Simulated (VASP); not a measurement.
All values below come from PBE GGA, VASP's PBE PAW potentials (set 64) (plane waves; VASP 6.6.1).

The input files of a VASP run:

### KPOINTS
```
Automatic mesh
0
Gamma
9 9 9
0 0 0
```

### INCAR
```
ALGO = Normal
EDIFF = 1E-7
ENCUT = 650
GGA = PE
IBRION = 6
ISIF = 3
ISMEAR = 0
LASPH = .True.
LCHARG = .False.
LREAL = .False.
LWAVE = .False.
NELM = 100
NFREE = 2
NSW = 1
POTIM = 0.015
PREC = Accurate
SIGMA = 0.05
SYSTEM = AlN
```

### POSCAR
```
AlN
1
   -0.0000000000     2.2005493169     2.2005493169
    2.2005493169     0.0000000000     2.2005493169
    2.2005493169     2.2005493169    -0.0000000000
Al N
1 1
Direct
  0.0000000000   0.0000000000   0.0000000000
  0.2500000000   0.2500000000   0.2500000000
```

POTCAR, in this order: Al N (PBE.64 set). Program: vasp_std.

Output

OUTCAR:
```
 ion  position               nearest neighbor table
   1  0.000  0.000  0.000-   2 1.91   2 1.91   2 1.91   2 1.91
   2  0.250  0.250  0.250-   1 1.91   1 1.91   1 1.91   1 1.91
  LATTYP: Found a face centered cubic cell.
 ALAT       =     4.4010986338
 Subroutine PRICEL returns:
 Original cell was already a primitive cell.
 Subroutine GETGRP returns: Found 24 space group operations
The static configuration has the point symmetry T_d .
The dynamic configuration has the point symmetry T_d .
 Subroutine INISYM returns: Found 24 space group operations
 Subroutine IBZKPT returns following result:
 Found     35 irreducible k-points:

 Following reciprocal coordinates:
            Coordinates               Weight
  0.000000  0.000000  0.000000      1.000000
  0.111111  0.000000  0.000000      8.000000
  0.222222  0.000000  0.000000      8.000000
  0.333333  0.000000  0.000000      8.000000
  0.444444  0.000000  0.000000      8.000000
  0.111111  0.111111  0.000000      6.000000
  0.222222  0.111111  0.000000     24.000000
  0.333333  0.111111  0.000000     24.000000
  0.444444  0.111111  0.000000     24.000000
 -0.444444  0.111111  0.000000     24.000000
 -0.333333  0.111111  0.000000     24.000000
 -0.222222  0.111111  0.000000     24.000000
 -0.111111  0.111111  0.000000     12.000000
  0.222222  0.222222  0.000000      6.000000
  0.333333  0.222222  0.000000     24.000000
  0.444444  0.222222  0.000000     24.000000
 -0.444444  0.222222  0.000000     24.000000
 -0.333333  0.222222  0.000000     24.000000
 -0.222222  0.222222  0.000000     12.000000
  0.333333  0.333333  0.000000      6.000000
  0.444444  0.333333  0.000000     24.000000
 -0.444444  0.333333  0.000000     24.000000
 -0.333333  0.333333  0.000000     12.000000
  0.444444  0.444444  0.000000      6.000000
 -0.444444  0.444444  0.000000     12.000000
  0.333333  0.222222  0.111111     24.000000
  0.444444  0.222222  0.111111     48.000000
 -0.444444  0.222222  0.111111     48.000000
  0.444444  0.333333  0.111111     24.000000
 -0.444444  0.333333  0.111111     48.000000
 -0.333333  0.333333  0.111111     48.000000
 -0.222222  0.333333  0.111111     24.000000
 -0.444444  0.444444  0.111111     24.000000
 -0.333333  0.444444  0.111111     24.000000
 -0.333333  0.444444  0.222222     24.000000
 Subroutine IBZKPT_HF returns following result:
   k-points           NKPTS =     35   k-points in BZ     NKDIM =     35   number of bands    NBANDS=      8
   number of dos      NEDOS =    301   number of ions     NIONS =      2
   total plane-waves  NPLWV =  21952
   dimension x,y,z NGX =    28 NGY =   28 NGZ =   28
   dimension x,y,z NGXF=    56 NGYF=   56 NGZF=   56
   ions per type =               1   1
   PREC   = accura    normal or accurate (medium, high low for compatibility)
   ISTART =      0    job   : 0-new  1-cont  2-samecut
   ICHARG =      2    charge: 1-file 2-atom 10-const
   ISPIN  =      1    spin polarized calculation?
   LNONCOLLINEAR =      F non collinear calculations
   LSORBIT =      F    spin-orbit coupling
   INIWAV =      1    electr: 0-lowe 1-rand  2-diag
   ENCUT  =  650.0 eV  47.77 Ry    6.91 a.u.   6.47  6.47  6.47*2*pi/ulx,y,z
   NELM   =    100;   NELMIN=  2; NELMDL= -5     # of ELM steps
   EDIFF  = 0.1E-06   stopping-criterion for ELM
   LREAL  =      F    real-space projection
   NLSPLINE    = F    spline interpolate recip. space projectors
   LMAXMIX     =    2 max onsite mixed and CHGCAR
   VOSKOWN=      0    Vosko Wilk Nusair interpolation
   EDIFFG = 0.1E-05   stopping-criterion for IOM
   NSW    =     61    number of steps for IOM
   NBLOCK =      1;   KBLOCK =     61    inner block; outer block
...
```

File OUTCAR:
```


   1 f  =   19.098508 THz   119.999467 2PiTHz  637.057666 cm-1    78.985048 meV

   2 f  =   19.098508 THz   119.999467 2PiTHz  637.057666 cm-1    78.985048 meV

   3 f  =   19.098508 THz   119.999467 2PiTHz  637.057666 cm-1    78.985048 meV

   4 f/i=    0.003117 THz     0.019582 2PiTHz    0.103959 cm-1     0.012889 meV

   5 f/i=    0.003117 THz     0.019582 2PiTHz    0.103959 cm-1     0.012889 meV

   6 f/i=    0.003117 THz     0.019582 2PiTHz    0.103959 cm-1     0.012889 meV

 ELASTIC MODULI CONTR FROM IONIC RELAXATION (kBar)
 Direction    XX          YY          ZZ          XY          YZ          ZX
 --------------------------------------------------------------------------------
 XX          -0.0000     -0.0000     -0.0000      0.0000      0.0000      0.0000
 YY          -0.0000     -0.0000     -0.0000      0.0000      0.0000      0.0000
 ZZ          -0.0000     -0.0000     -0.0000      0.0000      0.0000      0.0000
 XY           0.0000      0.0000      0.0000   -359.2361      0.0000      0.0000
 YZ           0.0000      0.0000      0.0000      0.0000   -359.2361      0.0000
 ZX           0.0000      0.0000      0.0000      0.0000      0.0000   -359.2361
 --------------------------------------------------------------------------------

 TOTAL ELASTIC MODULI (kBar)
 Direction    XX          YY          ZZ          XY          YZ          ZX
 --------------------------------------------------------------------------------
 XX        2830.5886   1498.8168   1498.8168     -0.0000      0.0000      0.0000
 YY        1498.8168   2830.5886   1498.8168     -0.0000     -0.0000      0.0000
 ZZ        1498.8168   1498.8168   2830.5886      0.0000     -0.0000      0.0000
 XY          -0.0000     -0.0000      0.0000   1792.8519      0.0000      0.0000
 YZ           0.0000     -0.0000     -0.0000      0.0000   1792.8519      0.0000
 ZX           0.0000      0.0000      0.0000      0.0000      0.0000   1792.8519
 --------------------------------------------------------------------------------
```
(Selected blocks of OUTCAR.)

The compound is AlN in the zinc blende structure, a metastable form; wurtzite is the usual one. It was relaxed first.
